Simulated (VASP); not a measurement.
Here is the system:

```yaml
crystal:
  lattice:
    - [2.79779, 0.00000, 0.00000]
    - [-1.39889, 2.42296, 0.00000]
    - [0.00000, 0.00000, 7.03934]
  atoms:
    - { symbol: Tc, position: [0.00000, 0.00000, 0.50000] }
    - { symbol: Tc, position: [0.66667, 0.33333, 0.80333] }
    - { symbol: Tc, position: [0.66667, 0.33333, 0.19667] }
    - { symbol: N, position: [0.00000, 0.00000, 0.00000] }
```

The numbers are results of PBEsol GGA, VASP's PBE PAW potentials (set 64) (plane waves; VASP), not measurements. Run with 400 eV cut-off, 14×14×5 Γ-centred mesh, Gaussian smearing of 0.050 eV, potentials Tc_pv N.

At this cut-off the stress carries a Pulay error, which pulls relaxed volumes low.

Task: Give the force on each atom (eV/Å).

Result: 
| atom | Fx | Fy | Fz |
|---|---|---|---|
| Tc1 | 0.000 | 0.000 | 0.000 |
| Tc2 | 0.000 | 0.000 | 0.209 |
| Tc3 | 0.000 | 0.000 | -0.209 |
| N4 | 0.000 | 0.000 | 0.000 |

Task: Give the stress tensor in GPa (positive for a compressed cell).

Result: 
```
-8.80   0.00   0.00
 0.00  -8.80   0.00
 0.00   0.00  -9.81
```
The pressure is its mean diagonal, -9.14 GPa.

The structure comes from a computed database's Tc3N entry (P-6m2); how it stands against other phases isn't given here. The cell was not relaxed at this level. VASP warned that the highest band is occupied, so more bands are needed.
